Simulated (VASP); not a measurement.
Given:

```xyz
3
Lattice="0.0000 3.2095 3.2095 3.2095 0.0000 3.2095 3.2095 3.2095 0.0000" Properties=species:S:1:pos:R:3 pbc="T T T"
Na     1.6047     1.6047     1.6047
Na     4.8142     4.8142     4.8142
S      0.0000     0.0000     0.0000
```

Calculation: vdW-DF-cx, VASP's PBE PAW potentials (set 64) (plane waves; VASP 6.6.1). Settings: 520 eV cut-off, 6×6×6 Γ-centred mesh, Gaussian smearing of 0.050 eV, potentials Na_pv S.

Problem. Give the stress tensor in GPa (positive for a compressed cell).

Solution. 
```
2.12  0.00  0.00
0.00  2.12  0.00
0.00  0.00  2.12
```
The pressure is its mean diagonal, 2.12 GPa.

The compound is Na2S in the antifluorite structure. This cell is one point of a volume scan, at 0.94 of the reference volume.
